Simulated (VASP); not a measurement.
These are PBEsol GGA, VASP's PBE PAW potentials (set 64) (plane waves; VASP) values and carry that method's errors.

The input files of a VASP run:

POSCAR:
```
PbF2
2.9334690
  0.0000000000   1.0000000000   1.0000000000
  1.0000000000   0.0000000000   1.0000000000
  1.0000000000   1.0000000000   0.0000000000
Pb F
1 2
direct
  0.0000000000   0.0000000000   0.0000000000
  0.2500000000   0.2500000000   0.2500000000
  0.7500000000   0.7500000000   0.7500000000
```

INCAR:
```
SYSTEM = PbF2
PREC = Accurate
ENCUT = 400
EDIFF = 1E-6
NELM = 100
ALGO = Normal
LREAL = .FALSE.
LASPH = .TRUE.
ISMEAR = -1
SIGMA = 0.01
GGA = PS
LMAXMIX = 4
LWAVE = .FALSE.
LCHARG = .FALSE.
ISIF = 2
```

**KPOINTS**
```
Automatic mesh
0
Gamma
3 3 3
0 0 0
```

POTCAR, in this order: Pb_d F (PBE.64 set). Program: vasp_std.

At this cut-off the stress carries a Pulay error, which pulls relaxed volumes low.

Question: Predict the energy per atom (σ→0), pressure.

Answer: 
| Item | Value |
|---|---|
| energy per atom (σ→0) | -4.983 eV/atom |
| pressure | -6.29 GPa |

### OSZICAR
```
...
DAV:   8    -0.149506575852E+02    0.11591E-01   -0.84977E-02   148   0.353E+00    0.434E-01
DAV:   9    -0.149488231703E+02    0.18344E-02   -0.15725E-02   182   0.102E+00    0.891E-02
DAV:  10    -0.149500990253E+02   -0.12759E-02   -0.16838E-03   144   0.428E-01    0.246E-02
DAV:  11    -0.149501048241E+02   -0.57988E-05   -0.76640E-05   152   0.114E-01    0.144E-02
DAV:  12    -0.149501171836E+02   -0.12359E-04   -0.46913E-05   160   0.786E-02    0.798E-03
DAV:  13    -0.149501169644E+02    0.21916E-06   -0.15662E-05   156   0.472E-02    0.277E-03
DAV:  14    -0.149501168698E+02    0.94583E-07   -0.11020E-06   110   0.931E-03
   1 F= -.14950117E+02 E0= -.14950117E+02  d E =-.118632E-13
```

The structure is a typed PbF2 crystal (Fm-3m). The cell was not relaxed at this level. The k-mesh is coarse (spacing up to 0.62 per Å, 2π included), so the numbers may not be converged in it. The run is one of a series of settings (KPOINTS 3×3×3 Γ-centred mesh against the base run), some of them coarse on purpose.
